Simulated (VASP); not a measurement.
A convergence study with VASP on HgS (zinc blende): one setting is varied, all else stays as given below, so the limit is that of these other settings.

```
CELL_PARAMETERS angstrom
      0.00000     2.92500     2.92500
      2.92500     0.00000     2.92500
      2.92500     2.92500     0.00000
ATOMIC_POSITIONS crystal
  Hg 0.00000 0.00000 0.00000
  S  0.25000 0.25000 0.25000
```

The numbers are results of PBE GGA, VASP's PBE PAW potentials (set 64) (plane waves; VASP), not measurements. The tightest run used: 550 eV cut-off, 13×13×13 Monkhorst-Pack mesh, Gaussian smearing of 0.050 eV, potentials Hg S.

```
setting     E (eV/atom)  pressure (GPa)  irreducible k-points
----------  -----------  --------------  --------------------
1×1×1 mesh       3.0299           57.89                     1
2×2×2 mesh      -2.2225            4.92                     2
3×3×3 mesh      -2.1472            5.67                     4
```

**Question.** These are the cheaper rows. Estimate the results at 13×13×13 mesh, and how far the last row shown lies from them.

**Answer.** 
```csv
quantity,tightest run,last row shown is off by
E (eV/atom),-2.2505,0.1034
pressure (GPa),4.66,1.02
```

Left out are rungs that failed or repeat a setting and relaxations that didn't move; long series are thinned to 24 rows.

The compound is HgS in the zinc blende structure, metacinnabar; cinnabar is the stable form. The cell was not relaxed at this level.
